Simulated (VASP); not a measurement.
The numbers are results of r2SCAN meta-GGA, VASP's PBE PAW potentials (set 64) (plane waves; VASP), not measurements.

Input for VASP

File KPOINTS:
```
K-points
0
G
  12 12 12
```

POSCAR:
```
CoGa
1.0
  2.8417902744   0.0000000000   0.0000000000
  0.0000000000   2.8417902744   0.0000000000
  0.0000000000   0.0000000000   2.8417902744
Ga Co
1 1
Cart
  1.4208951372   1.4208951372   1.4208951372
  0.0000000000   0.0000000000   0.0000000000
```

INCAR:
```
NELM = 100   ! most electronic steps
SIGMA = 0.1   ! width (eV)
LWAVE = .False.
LMIXTAU = .True.
LCHARG = .False.
NSW = 60   ! most ionic steps
SYSTEM = CoGa
ISMEAR = 1   ! Methfessel-Paxton
IBRION = 2
METAGGA = R2SCAN
LMAXMIX = 4   ! l cut-off of mixed one-centre charges
ALGO = Normal
ISIF = 3
EDIFFG = -0.01   ! ionic stop
ENCUT = 400
PREC = Accurate
LASPH = .True.   ! aspherical one-centre terms
LREAL = .False.   ! projection in real space or not
EDIFF = 1E-6
```

POTCAR, in this order: Ga_d Co (PBE.64 set). Program: vasp_std.

The run wrote:

### OSZICAR
```
       N       E                     dE             d eps       ncg     rms          rms(c)
DAV:   1     0.755671754576E+02    0.75567E+02   -0.95221E+03  2664   0.232E+03
DAV:   2    -0.239749865932E+02   -0.99542E+02   -0.97396E+02  2604   0.339E+02
DAV:   3    -0.285824444944E+02   -0.46075E+01   -0.45946E+01  2905   0.795E+01
DAV:   4    -0.286575987344E+02   -0.75154E-01   -0.75143E-01  3535   0.929E+00
DAV:   5    -0.286591954847E+02   -0.15968E-02   -0.15967E-02  3054   0.115E+00    0.112E+01
DAV:   6    -0.280692113839E+02    0.58998E+00   -0.36271E+01  2755   0.862E+01    0.145E+01
DAV:   7    -0.249916079262E+02    0.30776E+01   -0.12500E+01  2625   0.545E+01    0.128E+00
DAV:   8    -0.250825609987E+02   -0.90953E-01   -0.62418E-01  3345   0.905E+00    0.188E+00
DAV:   9    -0.250439512525E+02    0.38610E-01   -0.27022E-01  2764   0.770E+00    0.412E-01
DAV:  10    -0.250449509518E+02   -0.99970E-03   -0.70292E-03  2766   0.993E-01    0.359E-01
DAV:  11    -0.250429323076E+02    0.20186E-02   -0.61267E-03  3401   0.972E-01    0.569E-02
DAV:  12    -0.250445617007E+02   -0.16294E-02   -0.12894E-03  2654   0.392E-01    0.281E-02
DAV:  13    -0.250446368544E+02   -0.75154E-04   -0.71852E-05  2829   0.885E-02    0.104E-02
DAV:  14    -0.250446329225E+02    0.39319E-05   -0.32286E-05  3251   0.824E-02    0.803E-03
DAV:  15    -0.250446391631E+02   -0.62406E-05   -0.46623E-06  2731   0.331E-02    0.412E-03
DAV:  16    -0.250446393614E+02   -0.19834E-06   -0.82294E-07  1443   0.134E-02
   1 F= -.25044639E+02 E0= -.25044985E+02  d E =-.250446E+02
```

OUTCAR:
```
------------------------ aborting loop because EDIFF is reached ----------------------------------------
  FORCE on cell =-STRESS in cart. coord.  units (eV):
  Direction    XX          YY          ZZ          XY          YZ          ZX
  --------------------------------------------------------------------------------------
  Total       -0.0180347     -0.0180347     -0.0180347      0.0000000      0.0000000     -0.0000000
  in kB       -1.2590520     -1.2590520     -1.2590520      0.0000000      0.0000000     -0.0000000
  external PRESSURE =      -1.2590520 kB  Pullay stress =       0.0000000 kB
  volume of cell :       22.95
      direct lattice vectors                 reciprocal lattice vectors
     2.841790274  0.000000000  0.000000000     0.351890852  0.000000000  0.000000000
     0.000000000  2.841790274  0.000000000     0.000000000  0.351890852  0.000000000
     0.000000000  0.000000000  2.841790274     0.000000000  0.000000000  0.351890852
 POSITION                                       TOTAL-FORCE (eV/Angst)
 -----------------------------------------------------------------------------------
      1.42090      1.42090      1.42090         0.000000      0.000000      0.000000
      0.00000      0.00000      0.00000         0.000000      0.000000      0.000000
 -----------------------------------------------------------------------------------
    total drift:                               -0.000000      0.000000      0.000000
  FREE ENERGIE OF THE ION-ELECTRON SYSTEM (eV)
  ---------------------------------------------------
  free  energy   TOTEN  =       -25.0446393614 eV

  energy  without entropy=      -25.0456772309  energy(sigma->0) =      -25.04498532

 reached required accuracy - stopping structural energy minimisation
```
(Selected blocks of OUTCAR.)

File OUTCAR:
```
 val. band max:       10.2653510621   @ k =   0.5000   0.3333   0.0833

 cond. band min:      10.3193169193   @ k =   0.5000   0.2500   0.0000


 Fermi energy:        10.2810870546

 k-point     1 :       0.0000    0.0000    0.0000
  band No.  band energies     occupation
      1      -5.6094      2.00000
      2      -5.6094      2.00000
      3      -5.2013      2.00000
      4      -5.2013      2.00000
      5      -5.2013      2.00000
      6      -2.8254      2.00000
      7       7.4392      2.00000
      8       7.4392      2.00000
      9       9.2740      2.00000
     10       9.2740      2.00000
     11       9.2740      2.00000
     12      15.8231      0.00000
     13      15.8231      0.00000
     14      15.8231      0.00000
     15      21.7437      0.00000

 k-point     2 :       0.0833    0.0000    0.0000
  band No.  band energies     occupation
      1      -5.6048      2.00000
      2      -5.5883      2.00000
      3      -5.2088      2.00000
      4      -5.2088      2.00000
      5      -5.1995      2.00000
      6      -2.6837      2.00000
      7       7.4088      2.00000
      8       7.4556      2.00000
      9       9.1799      2.00000
     10       9.1799      2.00000
     11       9.2741      2.00000
     12      14.7783      0.00000
     13      16.0725      0.00000
     14      16.0725      0.00000
     15      21.7691      0.00000

 k-point     3 :       0.1667    0.0000    0.0000
  band No.  band energies     occupation
      1      -5.5922      2.00000
      2      -5.5333      2.00000
      3      -5.2297      2.00000
      4      -5.2297      2.00000
      5      -5.1949      2.00000
      6      -2.2577      2.00000
      7       7.2342      2.00000
      8       7.5012      2.00000
      9       8.9435      2.00000
     10       8.9435      2.00000
     11       9.2745      2.00000
     12      12.9122      0.00000
     13      16.7746      0.00000
     14      16.7746      0.00000
     15      21.8454      0.00000
...
```

The compound is CoGa in the CsCl type structure. It was relaxed first. The start is the result of an earlier pass. The run is not spin-polarised, so no magnetic state was tried.
